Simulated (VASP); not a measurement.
A VASP calculation is set up with these files.

KPOINTS:
```
kpoints
0
gamma
  10 10 10
```

File POSCAR:
```
CaO
4.8390960
  0.0000000000   0.5000000248   0.5000000248
  0.5000000248   0.0000000000   0.5000000248
  0.5000000248   0.5000000248   0.0000000000
Ca O
1 1
Cart
  0.0000000000   0.0000000000   0.0000000000
  0.5000000248   0.5000000248   0.5000000248
```

INCAR:
```
SYSTEM=CaO
PREC=Accurate; ENCUT=600; LREAL=.FALSE.
LASPH=.TRUE.
EDIFF=1E-7; NELM=100; ALGO=Normal
ISMEAR=0; SIGMA=0.05
GGA=PE
ISIF=2
LWAVE=.FALSE.; LCHARG=.FALSE.
```

POTCAR, in this order: Ca_sv O (PBE.64 set). Program: vasp_std.

Problem. Translate this PBE calculation to Ansatz.

Solution. One equivalent input (not run):
Ansatz 0.2 input:
```yaml
crystal:
  lattice:
    - [0.0000000, 2.4195481, 2.4195481]
    - [2.4195481, 0.0000000, 2.4195481]
    - [2.4195481, 2.4195481, 0.0000000]
  atoms:
    - { symbol: Ca, position: [0.0000000, 0.0000000, 0.0000000] }
    - { symbol: O, position: [0.5000000, 0.5000000, 0.5000000] }
kpoints:
  mp_grid: { grid: [10, 10, 10] }
hamiltonian:
  xc: pbe
  pseudopotentials: { kind: paw }
scf:
  occupations: { method: gaussian, width: 0.05 }
  max_iter: 100
output: { forces: true, stress: true, eigenvalues: true }
```
The two are equivalent in intent, not identical: each code has its own PAW files, so the cut-off isn't converted (ENCUT is set for VASP's; basis.ecutwfc is left out, and Ansatz then takes the one that its files recommend); Ansatz stops its SCF on the density residual and VASP on the energy change (EDIFF).

The compound is CaO in the rock salt structure. It was relaxed first.
